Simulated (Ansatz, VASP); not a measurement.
Two plane-wave programs on NaBe4Hg

```
Na Be Hg
1.0
     2.78441    0.00000    0.00000
     0.00000    2.78441    0.00000
     0.00000    0.00000   10.32552
Na Be Hg
1 4 1
Direct
  0.50000 0.50000 0.53414
  0.00000 0.00000 0.97769
  0.50000 0.50000 0.08952
  0.00000 0.00000 0.75534
  0.50000 0.50000 0.86269
  0.00000 0.00000 0.28062
```

Alike in both runs: functional PBE; k mesh 14 × 14 × 4; occupations gaussian, width 0.1 eV; no spin polarisation.

Ansatz relaxed the structure, and its values are those at the end. VASP's run is a single point on that final structure, the one shown.

|  | VASP | Ansatz |
| --- | --- | --- |
| version | VASP 6.6.1 | Ansatz 0.2.0 |
| potentials or method | VASP PAW PBE potentials, release 64 (Na_pv, Be, Hg) | scalar-relativistic, plane waves, PAW |
| plane-wave cutoff (eV) | 520 | 420 |
| valence electrons in the cell | 27 | 37 |

```csv
,VASP,Ansatz,Ansatz less VASP
gap on the k mesh at the Fermi level (eV),none,none,-
pressure (GPa),0.3,0.0,-0.25
rms of the force components (eV/Å),0.003,0.001,-0.0025
```

A gap of «none» marks a metal or a gap that the smearing closes. The functional is the same, so the differences come from potentials, cutoffs and numerics. The two sets of potentials don't hold the same shells in valence.

The runs have no spin-orbit coupling, so splittings on Hg are missing.
